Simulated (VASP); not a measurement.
Given:

```
CELL_PARAMETERS angstrom
      3.21060     0.00000     0.00000
      0.00000     3.21060     0.00000
      0.00000     0.00000     3.21060
ATOMIC_POSITIONS crystal
  Ge 0.00000 0.00000 0.00000
  Si 0.50000 0.50000 0.50000
```

The numbers are results of r2SCAN meta-GGA, VASP's PBE PAW potentials (set 64) (plane waves; VASP 6.6.1), not measurements. Settings: 400 eV cut-off, 13×13×13 Γ-centred mesh, tetrahedra with Blöchl corrections, potentials Ge_d Si.

Q: Give the energies of bands 6 to 12 at the high-symmetry points, in eV from the Fermi level.

A: 
| band | Γ | X | M | R |
|---|---|---|---|---|
| 6 | -14.54 | -11.02 | -8.02 | -5.42 |
| 7 | -0.61 | -10.44 | -6.91 | -4.23 |
| 8 | -0.61 | 2.94 | -6.34 | -2.65 |
| 9 | -0.61 | 2.94 | -6.34 | -2.65 |
| 10 | -0.59 | 3.15 | 4.89 | -2.65 |
| 11 | 3.65 | 3.15 | 5.43 | -2.35 |
| 12 | 3.65 | 3.73 | 7.90 | -2.35 |

It has no gap at this level: it comes out as a metal or semimetal.

The structure was generated: SiGe was put into the CsCl type (Pm-3m), which need not be its known phase. It was relaxed first, which changed the volume by +26 %. VASP warned that the highest band is occupied, so more bands are needed.
